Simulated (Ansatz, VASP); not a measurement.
# AlNi: VASP beside Ansatz, part 2 of 2

One calculation is typed for both programs; each brings its own data sets. How far apart do they land? The cell is taken from a series of runs on this material, whose earlier steps may have relaxed, scaled, displaced or heated it; both programs get it as it stands.

VASP 6.6.1 and Ansatz 0.2.0.

So far: The starting structure; VASP: zone-centre phonons, LDA.

### 3. Ansatz: zone-centre phonons, LDA

Level of this step: Ansatz beside VASP: Kohn-Sham DFT, plane waves, LDA (Ansatz).

Ansatz runs on its PAW soft_1 files.

The same cell, functional (in two slightly different forms), mesh and smearing now go to Ansatz, which takes its cutoff from its data sets.

input.yaml reads:

```yaml
crystal:
  lattice:
    - [2.8776309605, 0.0392431548, 0.0]
    - [0.0392431548, 2.8776309605, 0.0]
    - [0.0, 0.0, 2.7820255421]
  atoms:
    - { symbol: Al, position: [0.0, 0.0, 0.0] }
    - { symbol: Ni, position: [0.5, 0.5, 0.5] }
kpoints:
  mp_grid: { grid: [16, 16, 16] }
hamiltonian:
  xc: lda
  pseudopotentials: { kind: paw, azcp: { folder: soft_1 }, xc_functional: pbe }
scf:
  occupations: { method: methfessel_paxton, width: 0.2 }
output:
  eigenvalues: true
phonons:
  method: dfpt
```

Command:

```console
ansatz run input.yaml --threads 4 --pin off --max-ram 10240MiB --backend cpu --events-out ev --progress --plain --runs-dir out
```

Numbers of over 12 decimals in the logs are rounded to 6 here.

The log of the run:

```text
zone centre: on kpoints.mp_grid the ground state, and the responses unless they are solved on pairs of k-points, stand on 1170 of the mesh's 4096 k-points, reduced under 4 symmetry operations, with k and −k counted as one. Each operation leaves every solved displacement unchanged or reverses it
Engine: ansatz 0.2.0, x86_64-unknown-linux-gnu
Pseudopotentials: kind: paw
Pseudopotential: Al, paw, valence charge 3, recommended cutoff 420 eV (normal), soft_1/Al.paw.azcp
Pseudopotential: Ni, paw, valence charge 18, recommended cutoff 420 eV (normal), soft_1/Ni.paw.azcp
Functional definition: SPW92
  exchange = slater_x
  correlation = pw_c
Crystal: 2 atoms, lattice volume = 23.033 Å³
Basis set: ecut = 420 eV, 461 PW (Γ), exchange–correlation on 40×40×40 points (8 copies of the dense FFT grid, shifted against one another)
Bands: 15, of which v1, the nominal top of the filled ones, is band 11 counted from 1 (10 counted from 0)
Symmetry: 8 space group operations
k-points: 1170 of 4096 (irreducible under 4 space group operations)
Non-local potential: Al, projectors of the file, l = 0: 2, l = 1: 2, l = 2: 1
Non-local potential: Ni, projectors of the file, l = 0: 3, l = 1: 2, l = 2: 3, l = 3: 1
PAW form: soft (Blöchl's): semilocal exchange-correlation on the pseudo side does not see the compensation charge
PAW frozen core: Al, regenerated for the run's functional, and the local potential with it (the file was generated under x = pbe(κ = 0.804, μ = 0.219515), c = pbe(β = 0.066725))
PAW frozen core: Ni, regenerated for the run's functional, and the local potential with it (the file was generated under x = pbe(κ = 0.804, μ = 0.219515), c = pbe(β = 0.066725))
PAW one-centre angular grid: Al, 110 points (default); XC on 64 Gauss nodes
PAW one-centre angular grid: Ni, 590 points (default); XC on 64 Gauss nodes
Initial density: superposition of atomic densities (chi_scale 0.1, normalization cell, long waves kept (reshape's long-wave potential 0.00 eV rms))
Initial wavefunctions: pseudopotential atomic-orbital guess
Functional: x = slater, c = lda
SCF iter   1: F=—  HF=-6288.053792 eV  |F-HF|=—  |Δ(HF+E_count)|=         —  Δρ=7.60e-2  dr2=1.41e0  ethr=3.10e-3  ⟨swp⟩=4.0  Hψ=77711  notcnv=0
preconditioner: auto → none  [metal: Δε(μ)=0.009 eV  Ē_g=10.411 eV  σ=0.200 eV  W_gap=0.04  n_scr=6 (ndim 8)  ℏωp=27.9 eV  f_vac=0.000  D(μ)=0.64/eV (n_scr^D=4)  sad-step TF]
SCF iter   2: F=—  HF=-6287.875770 eV  |F-HF|=—  |Δ(HF+E_count)|=   1.78e-1  S|Δr|=    0.00e0  Δρ=5.87e-2  dr2=8.76e-1  ethr=3.10e-3  ⟨swp⟩=2.0  Hψ=31459  notcnv=0  defer=264
SCF iter   3: F=—  HF=-6287.674056 eV  |F-HF|=—  |Δ(HF+E_count)|=   2.02e-1  S|Δr|=    0.00e0  Δρ=1.87e-2  dr2=7.88e-2  ethr=3.10e-3  ⟨swp⟩=2.0  Hψ=22288  notcnv=0  defer=264
SCF iter   4: F=—  HF=-6287.659661 eV  |F-HF|=—  |Δ(HF+E_count)|=   1.44e-2  S|Δr|=    0.00e0  Δρ=5.02e-3  dr2=3.25e-3  ethr=3.75e-4  ⟨swp⟩=1.9  Hψ=29021  notcnv=0  defer=234
SCF iter   5: F=—  HF=-6287.659570 eV  |F-HF|=—  |Δ(HF+E_count)|=   9.13e-5  S|Δr|=    0.00e0  Δρ=1.40e-3  dr2=2.10e-4  ethr=1.55e-5  ⟨swp⟩=2.2  Hψ=23012  notcnv=0  defer=233
SCF iter   6: F=—  HF=-6287.659509 eV  |F-HF|=—  |Δ(HF+E_count)|=   6.12e-5  S|Δr|=    0.00e0  Δρ=3.60e-4  dr2=1.46e-5  ethr=9.98e-7  ⟨swp⟩=2.4  Hψ=25745  notcnv=0  defer=233
SCF iter   7: F=—  HF=-6287.659500 eV  |F-HF|=—  |Δ(HF+E_count)|=   8.48e-6  S|Δr|=    0.00e0  Δρ=4.83e-5  dr2=2.85e-7  ethr=6.95e-8  ⟨swp⟩=2.2  Hψ=24431  notcnv=0  defer=233
SCF iter   8: F=—  HF=-6287.659517 eV  |F-HF|=—  |Δ(HF+E_count)|=   1.64e-5  S|Δr|=    0.00e0  Δρ=3.49e-6  dr2=1.63e-9  ethr=1.36e-9  ⟨swp⟩=2.2  Hψ=24959  notcnv=0  defer=233
SCF iter   9: F=—  HF=-6287.659517 eV  |F-HF|=—  |Δ(HF+E_count)|=  3.00e-10  S|Δr|=    0.00e0  Δρ=2.68e-7  dr2=1.09e-11  ethr=7.75e-12  ⟨swp⟩=2.4  Hψ=28286  notcnv=0  defer=233
SCF iter  10: F=-6287.659517 eV  HF=-6287.659517 eV  |F-HF|=1.82e-12  |Δ(HF+E_count)|=    0.00e0  S|Δr|=    0.00e0  Δρ=1.88e-8  dr2=3.93e-14  ethr=1.00e-12  ⟨swp⟩=5.3  Hψ=64314  notcnv=0
SCF 1 converged in 10 iterations: F = -6287.659517 eV  dr2 = 3.93e-14
  greatest PAW one-centre occupation: 1.001 electrons in one spin orbital (limit 2), on the Ni atom at site 1 (counted from 0), in its partial waves of l = 1
DFPT response loops at Γ: preconditioner auto → Kerker (q_TF=auto, 2.687 Å⁻¹) (partly filled bands, converged f_vac=0.000); β = 1.00, the filter's whole step (`scf.mixing.beta` (0.50) is not read by the response loops under this deck's `scf.mixing.preconditioner`; to damp them name `kerker` or `kerker_dos`, under which they read `scf.mixing.beta`, and type it under 1.00, their step now; both keys bind the ground state too); Broyden in place of MSR1
SCF converged after 10 iterations
Stability not checked: this state was not tested for a lower state beside it, because cold or Methfessel-Paxton smearing, or corrected tetrahedra, fill the levels in a way that the test cannot read (fill_not_monotonic; see scf.lower_state_search)
Free energy (F): -6287.659517 eV
Harris-Foulkes:  -6287.659517 eV  (|F-HF|=1.82e-12)
Internal energy: -6287.659550 eV  (E = F + TS)
E sigma→0 (E₀):  -6287.659525 eV
Entropy (-TS):   0.000033 eV (0.017 meV/atom)
Fermi energy:    14.181729 eV
--- Per-component energies (eV) ---
  E_band       = -330.510105
  E_kinetic    = 370.368015
  E_local      = -3700.994594  (includes V_loc(G=0)·N_el)
  E_nonlocal   = -101.848390
  E_hartree    = 1943.426695
  E_xc         = -152.172123
  E_vxc        = -178.360864  (∫ρ·V_xc dr)
  E_paw        = -2037.563118  (= ΣΔE_a)
  E_vpaw       = -606.528449  (= ΣTr[D̂ρ^β])
  E_aug_tail   = 0.000785  (compensation charges beyond the density's cutoff)
  E_ewald      = -2609.366657
  E_core_change = 0.489838  (= ΣΔE_core)
  E_smearing   = 0.000033  (= −TS)
  E_closure    = -0.000000  (closes the sum)
  Σ components = -6287.659517   (vs F -6287.659517, Δ=0.00e0)
--- Band table (eV; the first three rows and the last of 1170) ---
  k-point 0: bands = [... 7 lower, 12.4762, 12.5504, 12.6252, 19.2927, 19.4859, 20.6301, 22.3553, 22.5622]
  k-point 1: bands = [... 7 lower, 12.4806, 12.5103, 12.5874, 19.3979, 19.5878, 19.6841, 22.3608, 23.3488]
  k-point 2: bands = [... 7 lower, 12.4003, 12.4834, 12.4933, 18.1672, 19.7038, 19.8845, 22.3772, 24.3923]
  k-point 1169: bands = [... 7 lower, 13.0975, 13.1861, 15.9427, 16.1503, 16.3086, 18.1538, 18.5798, 18.8185]
--- Phonons (Γ-DFPT): 4 representative perturbations + reference, on 1170 of 4096 k-points (Σ response iterations 13) ---
  k mesh reduced under 4 symmetry operations, with k and −k counted as one. Each operation leaves every solved displacement unchanged or reverses it
  ASR residual: 8.162e-6 → 0.000e0 eV/Å²; symmetrization residual: 1.323e-6 eV/Å²
  ASR residual per site (eV/Å²): 5.24e-6 8.16e-6
  Γ frequencies (cm⁻¹): 0.00 0.00 0.00 278.11 297.77 318.56
  non-analytic LO–TO correction: not included (Born effective charges unavailable; polar crystals: no LO–TO splitting at Γ)
```

The column dr2 measures how far the density is from self-consistency, as an energy; F and HF (Harris–Foulkes) agree once it is small.

### 4. Differences

Known differences besides the potentials themselves: the two LDA forms differ slightly; the data sets hold 21 valence electrons in Ansatz (on its PAW soft_1 files) and 13 in VASP; the cutoff is 420 eV in Ansatz and 600 eV in VASP; VASP's log shows a relativistic correction to its local exchange, Ansatz's none. Total energies have different zeros and are not compared.

The two programs side by side:

```csv
quantity,Ansatz,VASP,difference
optical mode 1 (cm⁻¹),278.1,280.5,-0.86 %
optical mode 2 (cm⁻¹),297.8,299.9,-0.71 %
optical mode 3 (cm⁻¹),318.6,321.2,-0.82 %
```

Modes are paired by rising frequency, not by their patterns, so a pair may set unlike modes beside each other; they are those without the splitting of longitudinal modes.

### 5. Summary of results

| Item | Value |
| --- | --- |
| r.m.s. difference of the optical zone-centre modes, each program's sorted by frequency (zone-centre phonons, LDA) | 2.4 cm⁻¹ |
| difference in optical mode 1 (zone-centre phonons, LDA) | -0.9 % |

What this shows: The r.m.s. difference of the optical zone-centre modes, each program's sorted by frequency is 2.4 cm⁻¹ (zone-centre phonons, LDA). The data sets hold unlike numbers of valence electrons (21 in Ansatz and 13 in VASP), so part of the differences comes from the potentials. Among the rows given in per cent, the largest difference of the zone-centre phonons, LDA pair is in optical mode 1, -0.9 %. Such differences can come from data sets, numerical settings and the points named under the comparisons, not from the functional's error against experiment.

[Lines on the potential files, build, host, timing and source positions are cut from VASP's logs without a mark.]

[Logs are printed without paths, hosts, clocks, repeated set-up lines and the standing remarks that a program may print on its own settings, such as how far it seeks lower states.]

[Hosts, paths, dates, database ids (printed as entryN), source tags and the programs' standing remarks are cut or masked in the printed files.]
